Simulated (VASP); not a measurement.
Output of a VASP run:

**OSZICAR**
```
...
DAV:   2    -0.263046710655E+02    0.14507E-03   -0.76860E-04  8293   0.250E-01    0.242E-02
DAV:   3    -0.263046590244E+02    0.12041E-04   -0.26336E-05  7866   0.402E-02    0.131E-02
DAV:   4    -0.263046560158E+02    0.30086E-05   -0.62601E-06  8895   0.246E-02    0.120E-02
DAV:   5    -0.263046562746E+02   -0.25873E-06   -0.80763E-07  3863   0.985E-03
   4 F= -.19523599E+02 E0= -.19523421E+02  d E =-.352650E-01
       N       E                     dE             d eps       ncg     rms          rms(c)
DAV:   1    -0.263006690325E+02    0.39870E-02   -0.14069E-03  8328   0.494E-01    0.118E-01
DAV:   2    -0.263006149610E+02    0.54071E-04   -0.28462E-04  8202   0.152E-01    0.149E-02
DAV:   3    -0.263006105128E+02    0.44482E-05   -0.98047E-06  7894   0.248E-02    0.799E-03
DAV:   4    -0.263006094799E+02    0.10329E-05   -0.22350E-06  5445   0.150E-02    0.748E-03
DAV:   5    -0.263006096949E+02   -0.21498E-06   -0.42991E-07  3772   0.775E-03
   5 F= -.19523591E+02 E0= -.19523414E+02  d E =-.352574E-01
       N       E                     dE             d eps       ncg     rms          rms(c)
DAV:   1    -0.262984006564E+02    0.22088E-02   -0.57541E-02  8413   0.250E+00    0.219E-01
DAV:   2    -0.262972048065E+02    0.11958E-02   -0.22343E-03  9070   0.421E-01    0.112E-01
DAV:   3    -0.262968352047E+02    0.36960E-03   -0.93106E-04  9259   0.248E-01    0.480E-02
DAV:   4    -0.262968321765E+02    0.30282E-05   -0.55709E-05  7915   0.588E-02    0.117E-02
DAV:   5    -0.262968315225E+02    0.65393E-06   -0.33699E-06  7835   0.163E-02
   6 F= -.19524078E+02 E0= -.19523876E+02  d E =-.486732E-03
       N       E                     dE             d eps       ncg     rms          rms(c)
DAV:   1    -0.262979042809E+02   -0.10721E-02   -0.28403E-03  8343   0.555E-01    0.497E-02
DAV:   2    -0.262978445220E+02    0.59759E-04   -0.11133E-04  9077   0.950E-02    0.253E-02
DAV:   3    -0.262978259460E+02    0.18576E-04   -0.46000E-05  9238   0.555E-02    0.106E-02
DAV:   4    -0.262978256855E+02    0.26052E-06   -0.27565E-06  7514   0.131E-02
   7 F= -.19524120E+02 E0= -.19523921E+02  d E =-.529020E-03
       N       E                     dE             d eps       ncg     rms          rms(c)
DAV:   1    -0.263098513586E+02   -0.12025E-01   -0.14490E-02  8167   0.149E+00    0.340E-01
DAV:   2    -0.263094116442E+02    0.43971E-03   -0.19432E-03  8181   0.422E-01    0.550E-02
DAV:   3    -0.263093568845E+02    0.54760E-04   -0.10065E-04  8580   0.836E-02    0.227E-02
DAV:   4    -0.263093449255E+02    0.11959E-04   -0.23854E-05  9035   0.478E-02    0.215E-02
DAV:   5    -0.263093436612E+02    0.12643E-05   -0.27297E-06  7072   0.162E-02    0.832E-03
DAV:   6    -0.263093433338E+02    0.32740E-06   -0.66706E-07  3849   0.666E-03
   8 F= -.19524094E+02 E0= -.19523893E+02  d E =0.256164E-04
       N       E                     dE             d eps       ncg     rms          rms(c)
DAV:   1    -0.263028882358E+02    0.64554E-02   -0.48646E-03  8181   0.860E-01    0.197E-01
DAV:   2    -0.263027421980E+02    0.14604E-03   -0.64490E-04  8202   0.243E-01    0.321E-02
DAV:   3    -0.263027242218E+02    0.17976E-04   -0.33512E-05  8545   0.484E-02    0.132E-02
DAV:   4    -0.263027208859E+02    0.33359E-05   -0.79611E-06  9035   0.276E-02    0.124E-02
DAV:   5    -0.263027211552E+02   -0.26927E-06   -0.85896E-07  3947   0.930E-03
   9 F= -.19524153E+02 E0= -.19523953E+02  d E =-.326154E-04
```

OUTCAR:
```
------------------------ aborting loop because EDIFF is reached ----------------------------------------
  FORCE on cell =-STRESS in cart. coord.  units (eV):
  Direction    XX          YY          ZZ          XY          YZ          ZX
  --------------------------------------------------------------------------------------
  Total        6.7694953      6.7694953      6.7442577      0.0000000      0.0000000     -0.0000000
  in kB      299.5984485    299.5984485    298.4815041      0.0000000      0.0000000     -0.0000000
  external PRESSURE =      -0.7738663 kB  Pullay stress =     300.0000000 kB
  volume of cell :       36.20
      direct lattice vectors                 reciprocal lattice vectors
    -1.543763522  1.543763522  3.797569864     0.000000000  0.323883803  0.131663147
     1.543763522 -1.543763522  3.797569864     0.323883803  0.000000000  0.131663147
     1.543763522  1.543763522 -3.797569864     0.323883803  0.323883803  0.000000000
 POSITION                                       TOTAL-FORCE (eV/Angst)
 -----------------------------------------------------------------------------------
      0.00000      0.00000      5.06572         0.000000      0.000000      0.008667
      0.00000      0.00000      2.52942        -0.000000     -0.000000     -0.008667
      0.00000      0.00000      0.00000        -0.000000     -0.000000      0.000000
 -----------------------------------------------------------------------------------
    total drift:                               -0.000000      0.000000      0.000000
  FREE ENERGIE OF THE ION-ELECTRON SYSTEM (eV)
  ---------------------------------------------------
  free  energy   TOTEN  =       -26.3027211552 eV

  energy  without entropy=      -26.3021210707  energy(sigma->0) =      -26.30252113
  enthalpy is  TOTEN    =       -19.5241527180 eV   P V=        6.7785684372

 reached required accuracy - stopping structural energy minimisation
```
(Selected blocks of OUTCAR.)

File POSCAR:
```
WSi2
1
   -1.5606296541     1.5606296541     3.8291253693
    1.5606296541    -1.5606296541     3.8291253693
    1.5606296541     1.5606296541    -3.8291253693
Si W
2 1
Direct
  0.6665094710   0.6665094710   0.0000000000
  0.3334905290   0.3334905290   0.0000000000
  0.0000000000   0.0000000000   0.0000000000
```

### Question
Reconstruct the remaining input files.

### Answer
Several could match; the one computed here: the input of the run itself, PBEsol GGA, plane waves, VASP's PBE PAW potentials (set 64).

### INCAR
```
SYSTEM = WSi2
PREC = Accurate
ENCUT = 500
EDIFF = 1E-6
NELM = 100
ALGO = Normal
LREAL = .FALSE.
LASPH = .TRUE.
ISMEAR = 1
SIGMA = 0.1
GGA = PS
LMAXMIX = 6
LWAVE = .FALSE.
LCHARG = .FALSE.
IBRION = 2
ISIF = 3
NSW = 40
EDIFFG = -0.02
PSTRESS = 300
```

**KPOINTS**
```
Automatic mesh
0
Gamma
  14 14 14
```

POTCAR, in this order: Si W_sv (PBE.64 set). Program: vasp_std.

Energy and stress use the plane-wave basis of the starting cell.

The compound is WSi2 in the MoSi2 type structure. This run relaxes it under an external pressure of 30 GPa. Symmetry was kept, so distortions that lower it aren't found.
